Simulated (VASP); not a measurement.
Here is the system:

```
Ag2O
1.0
    4.94169     0.00000     0.00000
    0.00000     4.94169     0.00000
    0.00000     0.00000     4.94169
Ag O
4 2
Cartesian
  3.70626   1.23542   3.70626
  1.23542   3.70626   3.70626
  3.70626   3.70626   1.23542
  1.23542   1.23542   1.23542
  0.00000   4.94169   0.00000
  2.47084   2.47084   2.47084
```

Computed with vdW-DF2, VASP's PBE PAW potentials (set 64) (plane waves; VASP). Settings: 520 eV cut-off, 7×7×7 Γ-centred mesh, tetrahedra with Blöchl corrections, potentials Ag O.

The cores are frozen, which limits the accuracy of field gradients.

Q: Give the principal components of the electric field gradient (V/Å²) and the asymmetry η at each nucleus.

A: 
| atom | Vxx | Vyy | Vzz | η |
|---|---|---|---|---|
| Ag1 | 68.6 | 68.6 | -137.2 | 0.00 |
| Ag2 | 68.6 | 68.6 | -137.2 | 0.00 |
| Ag3 | 68.6 | 68.6 | -137.2 | 0.00 |
| Ag4 | 68.6 | 68.6 | -137.2 | 0.00 |
| O5 | 0.0 | 0.0 | 0.0 | - |
| O6 | 0.0 | 0.0 | 0.0 | - |

The compound is Ag2O in the cuprite structure. It was relaxed first, which changed the volume by +14 %.
